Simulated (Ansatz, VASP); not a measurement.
# HfC in two plane-wave programs, part 2 of 2

Wanted: the spread between two codes on one cell, functional and k mesh. The cell is taken from a series of runs on this material, whose earlier steps may have relaxed, scaled, displaced or heated it; both programs get it as it stands.

VASP 6.6.1 and Ansatz 0.2.0.

So far: The starting structure; VASP: zone-centre phonons, LDA.

### 3. Ansatz: zone-centre phonons, LDA

Level of this step: Ansatz beside VASP: Kohn-Sham DFT, plane waves, LDA (Ansatz).

Ansatz runs on its PAW soft_1 files.

The same cell, functional (in two slightly different forms), mesh and smearing now go to Ansatz, which takes its cutoff from its data sets.

File input.yaml:

```yaml
crystal:
  lattice:
    - [0.0, 2.1949176947, 2.3223678293]
    - [2.1949176947, 0.0, 2.3223678293]
    - [2.1949176947, 2.1949176947, 0.0]
  atoms:
    - { symbol: C, position: [0.0, 0.0, 0.0] }
    - { symbol: Hf, position: [0.5, 0.5, 0.5] }
kpoints:
  mp_grid: { grid: [16, 16, 16] }
hamiltonian:
  xc: lda
  pseudopotentials: { kind: paw, azcp: { folder: soft_1 }, xc_functional: pbe }
scf:
  occupations: { method: methfessel_paxton, width: 0.2 }
output:
  eigenvalues: true
phonons:
  method: dfpt
```

Launch:

```console
ansatz run input.yaml --threads 4 --pin off --max-ram 10240MiB --backend cpu --events-out ev --progress --plain --runs-dir out
```

Numbers of over 12 decimals in the logs are rounded to 6 here.

The log of the run:

```text
zone centre: on kpoints.mp_grid the ground state, and the responses unless they are solved on pairs of k-points, stand on 621 of the mesh's 4096 k-points, reduced under 8 symmetry operations, with k and −k counted as one. Each operation leaves every solved displacement unchanged or reverses it
Engine: ansatz 0.2.0, aarch64-unknown-linux-gnu
Pseudopotentials: kind: paw
Pseudopotential: C, paw, valence charge 4, recommended cutoff 420 eV (normal), soft_1/C.paw.azcp
Pseudopotential: Hf, paw, valence charge 26, recommended cutoff 420 eV (normal), soft_1/Hf.paw.azcp
Functional definition: SPW92
  exchange = slater_x
  correlation = pw_c
Crystal: 2 atoms, lattice volume = 22.377 Å³
Basis set: ecut = 420 eV, 443 PW (Γ), exchange–correlation on 48×48×48 points (8 copies of the dense FFT grid, shifted against one another)
Bands: 19, of which v1, the nominal top of the filled ones, is band 15 counted from 1 (14 counted from 0)
Symmetry: 16 space group operations
k-points: 621 of 4096 (irreducible under 8 space group operations)
Non-local potential: C, projectors of the file, l = 0: 2, l = 1: 2, l = 2: 1
Non-local potential: Hf, projectors of the file, l = 0: 3, l = 1: 2, l = 2: 2, l = 3: 3
PAW form: soft (Blöchl's): semilocal exchange-correlation on the pseudo side does not see the compensation charge
PAW frozen core: C, regenerated for the run's functional, and the local potential with it (the file was generated under x = pbe(κ = 0.804, μ = 0.219515), c = pbe(β = 0.066725))
PAW frozen core: Hf, regenerated for the run's functional, and the local potential with it (the file was generated under x = pbe(κ = 0.804, μ = 0.219515), c = pbe(β = 0.066725))
PAW one-centre angular grid: C, 110 points (default); XC on 64 Gauss nodes
PAW one-centre angular grid: Hf, 590 points (default); XC on 64 Gauss nodes
Initial density: superposition of atomic densities (chi_scale 0.1, normalization cell, long waves kept (reshape's long-wave potential 0.00 eV rms))
Initial wavefunctions: pseudopotential atomic-orbital guess
Functional: x = slater, c = lda
SCF iter   1: F=—  HF=-15723.053463 eV  |F-HF|=—  |Δ(HF+E_count)|=         —  Δρ=1.00e-1  dr2=2.88e0  ethr=3.10e-3  ⟨swp⟩=4.8  Hψ=52282  notcnv=0
preconditioner: auto → Kerker (q_TF=auto, 2.865 Å⁻¹)  [metal: Δε(μ)=0.062 eV  Ē_g=17.889 eV  σ=0.200 eV  W_gap=0.25  n_scr=14 (ndim 8)  ℏωp=41.5 eV  f_vac=0.000  D(μ)=0.18/eV (n_scr^D=0)]
SCF iter   2: F=—  HF=-15722.418256 eV  |F-HF|=—  |Δ(HF+E_count)|=   6.35e-1  S|Δr|=    0.00e0  Δρ=3.57e-2  dr2=2.95e-1  ethr=3.10e-3  ⟨swp⟩=2.1  Hψ=21150  notcnv=0
SCF iter   3: F=—  HF=-15722.345393 eV  |F-HF|=—  |Δ(HF+E_count)|=   7.29e-2  S|Δr|=    0.00e0  Δρ=1.39e-2  dr2=2.66e-2  ethr=9.82e-4  ⟨swp⟩=2.0  Hψ=22778  notcnv=0
SCF iter   4: F=—  HF=-15722.339404 eV  |F-HF|=—  |Δ(HF+E_count)|=   5.99e-3  S|Δr|=    0.00e0  Δρ=7.86e-3  dr2=7.20e-3  ethr=8.87e-5  ⟨swp⟩=2.0  Hψ=20912  notcnv=0
SCF iter   5: F=—  HF=-15722.338304 eV  |F-HF|=—  |Δ(HF+E_count)|=   1.10e-3  S|Δr|=    0.00e0  Δρ=1.57e-3  dr2=3.48e-4  ethr=2.40e-5  ⟨swp⟩=2.0  Hψ=19040  notcnv=0
SCF iter   6: F=—  HF=-15722.338161 eV  |F-HF|=—  |Δ(HF+E_count)|=   1.43e-4  S|Δr|=    0.00e0  Δρ=3.23e-4  dr2=2.40e-5  ethr=1.16e-6  ⟨swp⟩=2.2  Hψ=20469  notcnv=0
SCF iter   7: F=—  HF=-15722.338158 eV  |F-HF|=—  |Δ(HF+E_count)|=   2.97e-6  S|Δr|=    0.00e0  Δρ=9.36e-5  dr2=1.37e-6  ethr=8.01e-8  ⟨swp⟩=2.1  Hψ=21208  notcnv=0
SCF iter   8: F=—  HF=-15722.338155 eV  |F-HF|=—  |Δ(HF+E_count)|=   3.75e-6  S|Δr|=    0.00e0  Δρ=1.62e-5  dr2=4.24e-8  ethr=4.57e-9  ⟨swp⟩=1.7  Hψ=16421  notcnv=0
SCF iter   9: F=—  HF=-15722.338155 eV  |F-HF|=—  |Δ(HF+E_count)|=   7.23e-9  S|Δr|=    0.00e0  Δρ=2.78e-6  dr2=1.29e-9  ethr=1.41e-10  ⟨swp⟩=2.4  Hψ=20332  notcnv=0
SCF iter  10: F=-15722.338155 eV  HF=-15722.338155 eV  |F-HF|=1.82e-12  |Δ(HF+E_count)|=  1.86e-10  S|Δr|=    0.00e0  Δρ=2.20e-7  dr2=9.25e-12  ethr=1.00e-12  ⟨swp⟩=6.4  Hψ=77928  notcnv=0
SCF 1 converged in 10 iterations: F = -15722.338155 eV  dr2 = 9.25e-12
  greatest PAW one-centre occupation: 0.998 electrons in one spin orbital (limit 2), on the Hf atom at site 1 (counted from 0), in its partial waves of l = 3
DFPT response loops at Γ: preconditioner auto → Kerker (q_TF=auto, 2.865 Å⁻¹) (partly filled bands, converged f_vac=0.000); β = 1.00, the filter's whole step (`scf.mixing.beta` (0.50) is not read by the response loops under this deck's `scf.mixing.preconditioner`; to damp them name `kerker` or `kerker_dos`, under which they read `scf.mixing.beta`, and type it under 1.00, their step now; both keys bind the ground state too); Broyden in place of MSR1
SCF converged after 10 iterations
Stability not checked: this state was not tested for a lower state beside it, because cold or Methfessel-Paxton smearing, or corrected tetrahedra, fill the levels in a way that the test cannot read (fill_not_monotonic; see scf.lower_state_search)
Free energy (F): -15722.338155 eV
Harris-Foulkes:  -15722.338155 eV  (|F-HF|=1.82e-12)
Internal energy: -15722.338609 eV  (E = F + TS)
E sigma→0 (E₀):  -15722.338268 eV
Entropy (-TS):   0.000454 eV (0.227 meV/atom)
Fermi energy:    20.765944 eV
Step filling:    the computed levels leave a gap of 0.0000 eV = 0.0 smearing widths at the electron count; against every level under it full and every level over it empty, smearing changes F+E_penalty+E_count by +0.282 meV and its σ→0 estimate by +0.168 meV
--- Per-component energies (eV) ---
  E_band       = 137.110059
  E_kinetic    = 503.449053
  E_local      = -5921.916669  (includes V_loc(G=0)·N_el)
  E_nonlocal   = 100.252772
  E_hartree    = 2927.685040
  E_xc         = -314.982096
  E_vxc        = -317.827733  (∫ρ·V_xc dr)
  E_paw        = -7550.180946  (= ΣΔE_a)
  E_vpaw       = -82.217321  (= ΣTr[D̂ρ^β])
  E_aug_tail   = 0.000124  (compensation charges beyond the density's cutoff)
  E_ewald      = -5469.165808
  E_core_change = 2.519920  (= ΣΔE_core)
  E_smearing   = 0.000454  (= −TS)
  E_closure    = 0.000000  (closes the sum)
  Σ components = -15722.338155   (vs F -15722.338155, Δ=0.00e0)
--- Band table (eV; the first three rows and the last of 621) ---
  k-point 0: bands = [... 11 lower, 10.1911, 21.5424, 21.6152, 22.0065, 22.0065, 22.2304, 22.2304, 23.6762]
  k-point 1: bands = [... 11 lower, 10.1906, 20.8825, 21.0298, 21.4137, 22.1510, 22.4529, 22.7297, 24.2747]
  k-point 2: bands = [... 11 lower, 10.1903, 19.7900, 20.1548, 20.4828, 22.5264, 22.7937, 23.1993, 25.4686]
  k-point 620: bands = [... 11 lower, 10.1440, 17.8596, 18.5043, 21.0775, 21.0775, 26.5795, 28.1998, 28.1998]
--- Phonons (Γ-DFPT): 4 representative perturbations + reference, on 621 of 4096 k-points (Σ response iterations 12) ---
  k mesh reduced under 8 symmetry operations, with k and −k counted as one. Each operation leaves every solved displacement unchanged or reverses it
  ASR residual: 1.453e-4 → 0.000e0 eV/Å²; symmetrization residual: 1.130e-6 eV/Å²
  ASR residual per site (eV/Å²): 6.44e-5 1.45e-4
  Γ frequencies (cm⁻¹): 0.00 0.00 0.00 393.40 587.09 587.09
  non-analytic LO–TO correction: not included (Born effective charges unavailable; polar crystals: no LO–TO splitting at Γ)
```

### 4. Differences

Known differences besides the potentials themselves: the data sets hold 30 valence electrons in Ansatz (on its PAW soft_1 files) and 14 in VASP; the cutoff is 420 eV in Ansatz and 600 eV in VASP; VASP's log shows a relativistic correction to its local exchange, Ansatz's none. Total energies have different zeros and are not compared.

Compared:

```tsv
quantity	Ansatz	VASP	difference
optical mode 1 (cm⁻¹)	393.4	383.2	+2.67 %
optical mode 2 to 3 (cm⁻¹)	587.1	588.4	-0.23 %
```

Modes are paired by rising frequency, not by their patterns, so a pair may set unlike modes beside each other; they are those without the splitting of longitudinal modes.

### 5. What came out

| Item | Value |
| --- | --- |
| r.m.s. difference of the optical zone-centre modes, each program's sorted by frequency (zone-centre phonons, LDA) | 6.0 cm⁻¹ |
| difference in optical mode 1 (zone-centre phonons, LDA) | +2.7 % |

In words: The r.m.s. difference of the optical zone-centre modes, each program's sorted by frequency is 6.0 cm⁻¹ (zone-centre phonons, LDA). The data sets hold unlike numbers of valence electrons (30 in Ansatz and 14 in VASP), so part of the differences comes from the potentials. Among the rows given in per cent, the largest difference of the zone-centre phonons, LDA pair is in optical mode 1, +2.7 %. How closely two codes agree says nothing of how well the functional describes the real material.

[Lines on the potential files, build, host, timing and source positions are cut from VASP's logs without a mark.]

[Logs are printed without paths, hosts, clocks, repeated set-up lines and the standing remarks that a program may print on its own settings, such as how far it seeks lower states.]

[Hosts, paths, dates, database ids (printed as entryN), source tags and the programs' standing remarks are cut or masked in the printed files.]
